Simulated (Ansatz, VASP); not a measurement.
## Ba2IBrF2: VASP beside Ansatz

Aim: how closely do two programs agree when they are given the same cell, functional and k mesh? The cell is taken from a series of runs on this material, whose earlier steps may have relaxed, scaled, displaced or heated it; both programs get it as it stands.

Program: Ansatz 0.2.0. Level of theory: plane waves, with VASP 6.6.1 beside it; G0W0 gap at PBEsol. Results are calculated unless marked as measured.

### Step 1. The starting structure

It takes space group P4mm (No. 99, tetragonal). Conventional cell: a = 4.623 Å, b = 4.623 Å, c = 7.991 Å, α = 90.00°, β = 90.00°, γ = 90.00°. Nearest to Ba lie 4 F at 2.70 Å and 4 I at 3.59 Å and 2 Br at 3.89 to 4.10 Å. Nearest to Ba lie 4 F at 2.73 Å and 4 Br at 3.50 Å and 2 I at 3.65 to 4.35 Å and 4 Ba at 4.34 Å. I has 6 Ba at 3.59 to 4.35 Å nearest. Br has 6 Ba at 3.50 to 4.10 Å and 4 F at 3.55 Å nearest. Nearest to F lie 4 Ba at 2.70 to 2.73 Å. Farther neighbours and most contacts between anions are not listed.

Coordinates:

```xyz
6
Lattice="4.6234 0.0000 0.0000 0.0000 4.6234 0.0000 0.0000 0.0000 7.9914" Properties=species:S:1:pos:R:3 pbc="T T T"
Ba    2.3117    2.3117    6.6120
Ba    0.0000    0.0000    1.4799
I     0.0000    0.0000    5.1256
Br    2.3117    2.3117    2.7179
F     2.3117    0.0000    0.0237
F     0.0000    2.3117    0.0237
```

### Step 2. VASP: G0W0 gap, PBEsol

Quasiparticle shifts depend on high empty states and on the cores, so they are the hardest test of two PAW sets.

Lines of VASP's logs that name or quote its potential files are left out, and so is its time.

The run reads the wave functions of an earlier VASP run, which isn't shown here.

Input file INCAR:

```
SYSTEM = Ba2IBrF2
PREC = Accurate
ENCUT = 520
ISMEAR = 0
SIGMA = 0.01
LREAL = .FALSE.
GGA = PS
NBANDS = 137
ALGO = EVGW0
NELMGW = 1
ENCUTGW = 114.29
NOMEGA = 64
PRECFOCK = Fast
NBANDSGW = 32
LWAVE = .FALSE.
LCHARG = .FALSE.
```

Input file POSCAR:

```
Ba2IBrF2
1.0
    4.6233640000      0.0000000000      0.0000000000
    0.0000000000      4.6233640000      0.0000000000
    0.0000000000      0.0000000000      7.9913860000
Ba I Br F
2 1 1 2
Direct
    0.5000000000      0.5000000000      0.8273960000
    0.0000000000      0.0000000000      0.1851910000
    0.0000000000      0.0000000000      0.6413870000
    0.5000000000      0.5000000000      0.3400980000
    0.5000000000      0.0000000000      0.0029640000
    0.0000000000      0.5000000000      0.0029640000
```

Input file KPOINTS:

```
Automatic mesh
0
Gamma
2 2 1
0 0 0
```

Potentials, in the order of the species: Ba_sv_GW, I_GW, Br_GW and F_GW (PBE family, release 64).

Started as:

```sh
$ export OMP_NUM_THREADS=3
$ mpirun -np 1 vasp_std
```

Numbers of over 12 decimals in the logs are rounded to 6 here.

Log:

```text
[banner, memory and clock lines left out]
running    1 mpi-ranks, on    1 nodes
 distrk:  each k-point on    1 cores,    1 groups
 distr:  one band on    1 cores,    1 groups
 Offloading initialized ...    1 GPUs detected
 POSCAR found type information on POSCAR BaI BrF
 POSCAR found :  4 types and       6 ions
|                                                                             |
|               ----> ADVICE to this user running VASP <----                  |
|                                                                             |
|     You enforced a specific xc type in the INCAR file but a different       |
|     [... a line on the potential file left out ...]
|     I HOPE YOU KNOW WHAT YOU ARE DOING!                                     |
|                                                                             |

|                                                                             |
|           W    W    AA    RRRRR   N    N  II  N    N   GGGG   !!!           |
|           W    W   A  A   R    R  NN   N  II  NN   N  G    G  !!!           |
|           W    W  A    A  R    R  N N  N  II  N N  N  G       !!!           |
|           W WW W  AAAAAA  RRRRR   N  N N  II  N  N N  G  GGG   !            |
|           WW  WW  A    A  R   R   N   NN  II  N   NN  G    G                |
|           W    W  A    A  R    R  N    N  II  N    N   GGGG   !!!           |
|                                                                             |
|     The default for ENCUTGWSOFT is different in this version of VASP.       |
|     please manually set ENCUTGWSOFT =114.29 in the INCAR file.              |
|                                                                             |

 LDA part: xc-table for (Slater+PW92), standard interpolation
 found WAVECAR, reading the header
 POSCAR, INCAR and KPOINTS ok, starting setup
 FFT: planning ... GRIDC
 FFT: planning ... GRID_SOFT
 FFT: planning ... GRID
 reading WAVECAR
 the WAVECAR file was read successfully
 initial charge from wavefunction
 available memory per node:   1660.93 GB, setting MAXMEM to   1700794

 The Fermi energy was updated, please check that it is located mid-gap
 values below the HOMO (VB) or above the LUMO (CB) will cause erroneous energies
 E-fermi :   4.1693

 calculate exact exchange contribution
 the WAVEDER file was read successfully
energies w=
    0.000    0.000    0.682    0.000    1.363    0.000    2.041    0.000
    2.714    0.000    3.382    0.000    4.043    0.000    4.696    0.000
    5.341    0.000    5.978    0.000    6.605    0.000    7.224    0.000
    7.835    0.000    8.437    0.000    9.031    0.000    9.619    0.000
   10.201    0.000   10.777    0.000   11.349    0.000   11.918    0.000
   12.484    0.000   13.050    0.000   13.616    0.000   14.184    0.000
   14.755    0.000   15.330    0.000   15.911    0.000   16.501    0.000
   17.100    0.000   17.710    0.000   18.334    0.000   18.974    0.000
   19.633    0.000   20.312    0.000   21.017    0.000   21.749    0.000
   22.513    0.000   23.314    0.000   24.156    0.000   25.045    0.000
   25.989    0.000   26.994    0.000   28.071    0.000   29.230    0.000
   30.484    0.000   31.849    0.000   33.343    0.000   34.990    0.000
   36.819    0.000   38.864    0.000   41.170    0.000   43.796    0.000
   46.816    0.000   50.330    0.000   54.474    0.000   59.435    0.000
   65.483    0.000   73.018    0.000   82.659    0.000   95.423    0.000
  113.097    0.000  139.142    0.000  181.263    0.000  260.769    0.000
 responsefunction array rank=     484
 LDA part: xc-table for (Slater+PW92), standard interpolation

 min. memory requirement per mpi rank    661.9 MB, per node    661.9 MB

 allocating  64 responsefunctions rank=   484
 shmem allocating  64 responsefunctions rank=   484
 response function shared by NCSHMEM nodes    1
 Doing            64  frequencies on each core in blocks of            64
NQ=   1    0.0000    0.0000    0.0000,
|.........|.........|.........|.........|.........|.........|.........|.........
 performed         48000 updates of chi_q(r,r)
 total number of BLAS operations         81.61 Gflops
NQ=   2    0.5000    0.0000    0.0000,
|.........|.........|.........|.........|.........|.........|.........|.........
 performed        104000 updates of chi_q(r,r)
 total number of BLAS operations        176.04 Gflops
NQ=   3    0.5000    0.5000    0.0000,
|.........|.........|.........|.........|.........|.........|.........|.........
 performed        152000 updates of chi_q(r,r)
 total number of BLAS operations        266.00 Gflops
 resolving degeneracies of screened two electron integrals

 calculate QP shifts <psi_nk| G(iteration)W_0 |psi_nk>: iteration 1
 entering main loop
```

From OUTCAR (step 2):

```text
ion  position               nearest neighbor table
   1  0.500  0.500  0.827-
   2  0.000  0.000  0.185-
   3  0.000  0.000  0.641-
   4  0.500  0.500  0.340-
   5  0.500  0.000  0.003-
   6  0.000  0.500  0.003-

  LATTYP: Found a simple tetragonal cell.
 ALAT       =     4.6233640000
 C/A-ratio  =     1.7284786575

 Subroutine GETGRP returns: Found  8 space group operations
 (whereof  8 operations were pure point group operations)

The static configuration has the point symmetry C_4v.

 Found      3 irreducible k-points:

   k-points           NKPTS =      3   k-points in BZ     NKDIM =      4   number of bands    NBANDS=    137

   dimension x,y,z NGX =    36 NGY =   36 NGZ =   60
   dimension x,y,z NGXF=    72 NGYF=   72 NGZF=  120

   ENCUT  =  520.0 eV  38.22 Ry    6.18 a.u.   8.60  8.60 14.86*2*pi/ulx,y,z

   NELECT =      48.0000    total number of electrons

  energy-cutoff  :      520.00
  volume of cell :      170.82
      direct lattice vectors                 reciprocal lattice vectors
     4.623364000  0.000000000  0.000000000     0.216292725  0.000000000  0.000000000
     0.000000000  4.623364000  0.000000000     0.000000000  0.216292725  0.000000000
     0.000000000  0.000000000  7.991386000     0.000000000  0.000000000  0.125134739

 k-points in reciprocal lattice and weights: Automatic mesh
   0.00000000  0.00000000  0.00000000       0.250
   0.50000000  0.00000000  0.00000000       0.500
   0.50000000  0.50000000  0.00000000       0.250

 E-fermi :   4.1693

 QP shifts <psi_nk| G(iteration)W_0 |psi_nk>: iteration 1
 for sc-GW calculations column KS-energies equals QP-energies in previous step
 and V_xc(KS)=  KS-energies - (<T + V_ion + V_H > + <T+V_H+V_ion>^1  + <V_x>^1)
 k-point   1 :       0.0000    0.0000    0.0000
  band No.  KS-energies  QP-energies   sigma(KS)   V_xc(KS)     V^pw_x(r,r')   Z            occupation Imag(sigma)
    ...
     21       1.2020       0.2478     -13.1752     -11.9412     -15.8099       0.7732       2.0000       0.1025
     22       1.8920       1.0101     -14.0296     -12.9043     -16.6857       0.7837       2.0000       0.0957
     23       2.0858       1.2514     -13.0181     -11.9625     -15.3221       0.7905       2.0000       0.0901
     24       2.0858       1.2514     -13.0181     -11.9625     -15.3221       0.7905       2.0000       0.0901
     25       6.2529       7.3341      -7.1751      -8.5026      -3.9425       0.8145       0.0000      -0.0751
     26       6.5903       7.6816      -7.1860      -8.5195      -3.8226       0.8184       0.0000      -0.0771
     27       7.0346       8.2516      -7.7430      -9.2498      -4.4546       0.8077       0.0000      -0.0802
     28       7.5868       8.9415      -8.6204     -10.3070      -5.4305       0.8032       0.0000      -0.0829
    ...

 k-point   2 :       0.5000    0.0000    0.0000
  band No.  KS-energies  QP-energies   sigma(KS)   V_xc(KS)     V^pw_x(r,r')   Z            occupation Imag(sigma)
    ...
     21       1.2076       0.2561     -13.6081     -12.3797     -16.3719       0.7746       2.0000       0.1044
     22       1.6573       0.7377     -13.3396     -12.1631     -15.8768       0.7817       2.0000       0.0968
     23       1.6804       0.7981     -12.2392     -11.1240     -14.3882       0.7911       2.0000       0.0924
     24       1.7552       0.8586     -12.5795     -11.4457     -14.8143       0.7908       2.0000       0.0914
     25       7.0210       8.2218      -7.7239      -9.2012      -4.4910       0.8128       0.0000      -0.0776
     26       7.0749       8.2845      -7.6827      -9.1760      -4.4082       0.8100       0.0000      -0.0787
     27       7.5143       8.8456      -7.9109      -9.5624      -4.5345       0.8061       0.0000      -0.0861
     28       7.5968       8.9674      -7.9034      -9.6037      -4.5734       0.8061       0.0000      -0.0843
    ...

 k-point   3 :       0.5000    0.5000    0.0000
  band No.  KS-energies  QP-energies   sigma(KS)   V_xc(KS)     V^pw_x(r,r')   Z            occupation Imag(sigma)
    ...
     21       1.2411       0.2365     -13.7281     -12.4303     -16.5855       0.7741       2.0000       0.1072
     22       1.3993       0.4558     -12.3458     -11.1469     -14.6026       0.7869       2.0000       0.0976
     23       1.5375       0.6489     -12.8070     -11.6754     -15.1193       0.7852       2.0000       0.0927
     24       1.5375       0.6489     -12.8070     -11.6754     -15.1193       0.7852       2.0000       0.0927
     25       7.2544       8.5303      -8.1934      -9.7739      -4.9378       0.8072       0.0000      -0.0821
     26       7.3954       8.7900      -8.5261     -10.2598      -5.2801       0.8044       0.0000      -0.0831
     27       8.2018       9.6952      -8.3715     -10.2192      -4.9854       0.8082       0.0000      -0.0853
     28       8.2018       9.6952      -8.3715     -10.2192      -4.9854       0.8082       0.0000      -0.0853
    ...
```

### Step 3. Ansatz: G0W0 gap, PBEsol

Ansatz runs on its default PAW (the set named soft_2) files.

The same cell, functional and mesh now go to Ansatz, which takes its cutoff from its data sets.

Input file input.yaml:

```yaml
crystal:
  lattice:
    - [4.623364, 0.0, 0.0]
    - [0.0, 4.623364, 0.0]
    - [0.0, 0.0, 7.991386]
  atoms:
    - { symbol: Ba, position: [0.5, 0.5, 0.827396] }
    - { symbol: Ba, position: [0.0, 0.0, 0.185191] }
    - { symbol: I, position: [0.0, 0.0, 0.641387] }
    - { symbol: Br, position: [0.5, 0.5, 0.340098] }
    - { symbol: F, position: [0.5, 0.0, 0.002964] }
    - { symbol: F, position: [0.0, 0.5, 0.002964] }
kpoints:
  mp_grid: { grid: [2, 2, 1] }
hamiltonian:
  xc: pbesol
scf:
  occupations: { method: fixed }
gw:
  n_empty_bands: 113
  ecut_chi: 114.29
  qp_bands: [v2, c2]
  qp_kpoints: [[0.0, 0.0, 0.0]]
  screening: { model: contour_deformation }
```

Started as:

```sh
$ ansatz run input.yaml --threads 4 --pin off --max-ram 7372MiB --backend cpu --events-out ev --progress --plain --runs-dir out
```

Log:

```text
Engine: ansatz 0.2.0, aarch64-unknown-linux-gnu
Pseudopotentials: kind: paw
Pseudopotential: Ba, paw, valence charge 10, recommended cutoff 420 eV (normal), Ba.paw.azcp
Pseudopotential: I, paw, valence charge 17, recommended cutoff 420 eV (normal), I.paw.azcp
Pseudopotential: Br, paw, valence charge 7, recommended cutoff 420 eV (normal), Br.paw.azcp
Pseudopotential: F, paw, valence charge 7, recommended cutoff 420 eV (normal), F.paw.azcp
Functional definition: PBEsol
  exchange = pbesol_x
  correlation = pbesol_c
Crystal: 6 atoms, lattice volume = 170.820 Å³
Basis set: ecut = 420 eV, 3355 PW (Γ)
Bands: 35, of which v1, the nominal top of the filled ones, is band 29 counted from 1 (28 counted from 0)
Symmetry: 8 space group operations
Space group: P4mm (ITA 99), of the structure as read, at distance tolerance 5.5e-5 Å
k-points: 3 of 4
Non-local potential: Ba, projectors of the file, l = 0: 3, l = 1: 2, l = 2: 2, l = 3: 2
Non-local potential: I, projectors of the file, l = 0: 2, l = 1: 2, l = 2: 2, l = 3: 2
Non-local potential: Br, projectors of the file, l = 0: 2, l = 1: 2, l = 2: 2
Non-local potential: F, projectors of the file, l = 0: 2, l = 1: 2, l = 2: 1
PAW form: soft (Blöchl's): semilocal exchange-correlation on the pseudo side does not see the compensation charge
PAW frozen core: Ba, regenerated for the run's functional, and the local potential with it (the file was generated under x = pbe(κ = 0.804, μ = 0.219515), c = pbe(β = 0.066725))
PAW frozen core: I, regenerated for the run's functional, and the local potential with it (the file was generated under x = pbe(κ = 0.804, μ = 0.219515), c = pbe(β = 0.066725))
PAW frozen core: Br, regenerated for the run's functional, and the local potential with it (the file was generated under x = pbe(κ = 0.804, μ = 0.219515), c = pbe(β = 0.066725))
PAW frozen core: F, regenerated for the run's functional, and the local potential with it (the file was generated under x = pbe(κ = 0.804, μ = 0.219515), c = pbe(β = 0.066725))
PAW one-centre angular grid: Ba, 194 points (default); XC on 64 Gauss nodes
PAW one-centre angular grid: I, 590 points (default); XC on 64 Gauss nodes
PAW one-centre angular grid: Br, 110 points (default); XC on 64 Gauss nodes
PAW one-centre angular grid: F, 110 points (default); XC on 64 Gauss nodes
Initial density: superposition of atomic densities (neutral atoms: chi_scale 0, normalization atom), corrected by the library's trained network
Initial wavefunctions: pseudopotential atomic-orbital guess
Functional: x = pbesol(κ = 0.804, μ = 0.123457), c = pbesol(β = 0.046)
SCF iter   1: F=—  HF=-23507.031656 eV  |F-HF|=—  |Δ(HF+E_count)|=         —  Δρ=8.47e-3  dr2=8.85e-2  ethr=1.77e-3  ⟨swp⟩=6.7  Hψ=436  notcnv=0  defer=12
preconditioner: auto → Resta (q_TF=auto, 2.279 Å⁻¹)  ε∞=3.6  [insulator: Δε(μ)=4.198 eV  Ē_g=11.236 eV  n_scr=36 (ndim 8)  ℏωp=18.0 eV  f_vac=0.008  ε∞_Penn≈3.6]
SCF iter   2: F=—  HF=-23507.009526 eV  |F-HF|=—  |Δ(HF+E_count)|=   2.21e-2  Δρ=2.70e-3  dr2=5.65e-3  ethr=1.53e-4  ⟨swp⟩=2.7  Hψ=206  notcnv=0  defer=12
SCF iter   3: F=—  HF=-23507.008678 eV  |F-HF|=—  |Δ(HF+E_count)|=   8.49e-4  Δρ=7.63e-4  dr2=1.02e-3  ethr=9.74e-6  ⟨swp⟩=2.7  Hψ=179  notcnv=0  defer=12
SCF iter   4: F=—  HF=-23507.009013 eV  |F-HF|=—  |Δ(HF+E_count)|=   3.35e-4  Δρ=2.19e-4  dr2=5.23e-5  ethr=1.76e-6  ⟨swp⟩=2.3  Hψ=174  notcnv=0  defer=12
SCF iter   5: F=—  HF=-23507.009023 eV  |F-HF|=—  |Δ(HF+E_count)|=   1.03e-5  Δρ=6.45e-5  dr2=5.13e-6  ethr=9.01e-8  ⟨swp⟩=2.0  Hψ=183  notcnv=0  defer=12
SCF iter   6: F=—  HF=-23507.009022 eV  |F-HF|=—  |Δ(HF+E_count)|=   8.78e-7  Δρ=2.07e-5  dr2=4.55e-7  ethr=8.85e-9  ⟨swp⟩=2.0  Hψ=186  notcnv=0  defer=12
SCF iter   7: F=-23507.009022 eV  HF=-23507.009022 eV  |F-HF|=2.58e-9  |Δ(HF+E_count)|=   1.44e-8  Δρ=5.15e-6  dr2=3.15e-8  ethr=1.72e-10  ⟨swp⟩=18.0  Hψ=660  notcnv=0
SCF 1 converged in 7 iterations: F = -23507.009022 eV  dr2 = 3.15e-8
  greatest PAW one-centre occupation: 0.999 electrons in one spin orbital (limit 2), on the I atom at site 2 (counted from 0), in its partial waves of l = 2
NSCF: frozen V_eff on 3 k-points
G₀W₀ screening: q 1/3
[... further progress lines ...]
NSCF: frozen V_eff on 1 k-points
NSCF: frozen V_eff on 1 k-points
[...]
SCF converged after 7 iterations
Free energy (F): -23507.009022 eV
Harris-Foulkes:  -23507.009022 eV  (|F-HF|=2.58e-9)
Internal energy: -23507.009022 eV  (E = F + TS)
E sigma→0 (E₀):  -23507.009022 eV
Fermi energy:    5.062896 eV
--- Per-component energies (eV) ---
  E_band       = -547.513918
  E_kinetic    = 1071.003548
  E_local      = -4323.095690  (includes V_loc(G=0)·N_el)
  E_nonlocal   = 245.706842
  E_hartree    = 1901.072823
  E_xc         = -881.190109
  E_vxc        = -708.155721  (∫ρ·V_xc dr)
  E_paw        = -17607.809489  (= ΣΔE_a)
  E_vpaw       = -635.129795  (= ΣTr[D̂ρ^β])
  E_aug_tail   = 0.004035  (compensation charges beyond the density's cutoff)
  E_ewald      = -3913.593146
  E_core_change = 0.892164  (= ΣΔE_core)
  E_smearing   = -0.000000  (= −TS)
  E_closure    = -0.000000  (closes the sum)
  Σ components = -23507.009022   (vs F -23507.009022, Δ=0.00e0)
--- Band table (eV) ---
  k-point 0: bands = [... 25 lower, 4.1821, 4.8693, 5.0629, 5.0629, 9.2331, 9.5777, 10.0134, 10.5635, ... 2 higher]
  k-point 1: bands = [... 25 lower, 4.1886, 4.6367, 4.6572, 4.7322, 10.0021, 10.0551, 10.4922, 10.5777, ... 2 higher]
  k-point 2: bands = [... 25 lower, 4.2215, 4.3759, 4.5162, 4.5162, 10.2351, 10.3761, 11.1814, 11.1814, ... 2 higher]
--- G₀W₀: contour deformation, 5 samples at zero and on the imaginary axis and 0 off it, 4 q-points, 113 empty bands' worth ---
  eigenvalues of the whole cell's RPA ε∞ on this k-mesh (on a slab, of 1 + 4πα/V) = 3.6202, 3.6448, 3.6448; static W/v taken at q = 0 is 0.275076
  bands read: the sum over 142 bands ends inside a degenerate multiplet in 2 slots, whose members it reads at an even weight; the widest, k=0: bands 142 to 143 (counted from 1) at 1/2 each
    ik  band        ε_KS         Σx   Σc(E_QP)       V_xc       Z   E_QP_lin       E_QP  E_QP is
     0    28      5.0629   -18.5206     2.5752   -15.1522  0.7931     4.2614     4.2697  root
     0    29      5.0629   -18.5206     2.5752   -15.1522  0.7931     4.2614     4.2697  root
     0    30      9.2331    -5.0584    -3.4724    -9.6191  0.8261    10.3359    10.3215  root
     0    31      9.5777    -5.7516    -3.6301   -10.4607  0.8289    10.6709    10.6568  root
```

Reading the cycles: dr2 is the Hartree energy of the density residual (eV), the measure of convergence; HF is the Harris–Foulkes estimate of the energy, which meets the free energy F at convergence.

### Step 4. Comparison

Known differences besides the potentials themselves: fixed occupations in Ansatz, narrow Gaussian smearing in VASP; the data sets hold 58 valence electrons in Ansatz (on its default PAW (the set named soft_2) files) and 48 in VASP; the cutoff is 420 eV in Ansatz and 520 eV in VASP; Ansatz makes its cores anew for this functional, VASP keeps those of its PBE data sets; VASP leaves aspherical gradient terms in its spheres out (LASPH is not set), Ansatz keeps them; Ansatz integrates over frequency by contour deformation, VASP on a grid of NOMEGA points; Ansatz's G0W0 levels solve the quasiparticle equation, VASP's are linearised. Total energies have different zeros and are not compared.

The two programs side by side:

```csv
quantity,Ansatz,VASP,difference
G0W0 gap on the mesh (eV),6.05,6.08,-0.03
Kohn-Sham gap under it (eV),4.17,4.17,0.00
```

### Step 5. What came out

```
difference in G0W0 gap on the mesh (G0W0 gap, PBEsol) : -0.031 eV
```

What this shows: The difference in G0W0 gap on the mesh is -0.031 eV (G0W0 gap, PBEsol). The data sets hold unlike numbers of valence electrons (58 in Ansatz and 48 in VASP), so part of the differences comes from the potentials. How closely two codes agree says nothing of how well the functional describes the real material.

[Lines on the potential files, build, host, timing and source positions are cut from VASP's logs without a mark.]

[Logs are printed without paths, hosts, clocks, repeated set-up lines and the standing remarks that a program may print on its own settings, such as how far it seeks lower states.]

[Hosts, paths, dates, database ids (printed as entryN), source tags and the programs' standing remarks are cut or masked in the printed files.]
